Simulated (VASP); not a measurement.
Here is the system:

```
LiH
1.0
    0.00000     2.00867     2.00867
    2.00867     0.00000     2.00867
    2.00867     2.00867     0.00000
Li H
1 1
Direct
  0.00000   0.00000   0.00000
  0.50000   0.50000   0.50000
```

The numbers are results of MS2 meta-GGA, VASP's PBE PAW potentials (set 64) (plane waves; VASP), not measurements. Settings: 520 eV cut-off, 11×11×11 Γ-centred mesh, Gaussian smearing of 0.050 eV, potentials Li_sv H.

Q: Estimate the energy per atom (σ→0), pressure.

A: 
```yaml
energy per atom (σ→0): -3.698 eV/atom
pressure: -2.10 GPa
```

The absolute energy has meaning only against runs of the same code, potentials and settings.

The compound is LiH in the rock salt structure. This cell is one point of a volume scan, at 1.06 of the reference volume.
